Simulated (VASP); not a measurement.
A run of VASP 6.6.1:

INCAR

```
SYSTEM = MnRuN2
PREC = Normal
ENCUT = 520
EDIFF = 1E-4
ISMEAR = 0
SIGMA = 0.15
LREAL = .False.
LASPH = .True.
NELM = 60
ALGO = Fast
ISIF = 3
LWAVE = .False.
LCHARG = .False.
ISPIN = 2
MAGMOM = 4 4 1 1 0 0 0 0
LORBIT = 11
LMAXMIX = 4
GGA = PE
IBRION = 2
NSW = 24
EDIFFG = -0.08
KPAR = 2
```

The input KPOINTS:

```
regular mesh
0
Gamma
  6 6 2
  0 0 0
```

Contents of POSCAR:

```
MnRuN2
1.0
    2.8425654900      0.0000000000      0.0000000000
   -1.4212827500      2.4617339300      0.0000000000
    0.0000000000      0.0000000000     11.7773736800
Mn Ru N
2 2 4
Direct
    0.0000000000      0.0000000000      0.2500000000
    0.0000000000      0.0000000000      0.7500000000
    0.0000000000      0.0000000000      0.0000000000
    0.0000000000      0.0000000000      0.5000000000
    0.3333333300      0.6666666700      0.1388276700
    0.3333333300      0.6666666700      0.3611723300
    0.6666666700      0.3333333300      0.6388276700
    0.6666666700      0.3333333300      0.8611723300
```

Potentials or basis: VASP PAW PBE potentials, release 64 (Mn_pv, Ru_pv, N).

Launch:

```console
$ cat potpaw_PBE.64/Mn_pv/POTCAR potpaw_PBE.64/Ru_pv/POTCAR potpaw_PBE.64/N/POTCAR > POTCAR
$ mpirun -np 2 vasp_std > vasp.out
```

Hardware: 2 MPI ranks on Intel(R) Xeon(R) Platinum 8259CL CPU @ 2.50GHz (Skylake/Cascade Lake), with other jobs on the host.

Question: How long does it take, and how much memory?

Answer: Run time: 3.7 min on 2 MPI ranks on Intel(R) Xeon(R) Platinum 8259CL CPU @ 2.50GHz (Skylake/Cascade Lake), on a shared host, peak memory 0.22 GiB a rank. Counts: scf iterations 91, k points 14, ion steps 10.
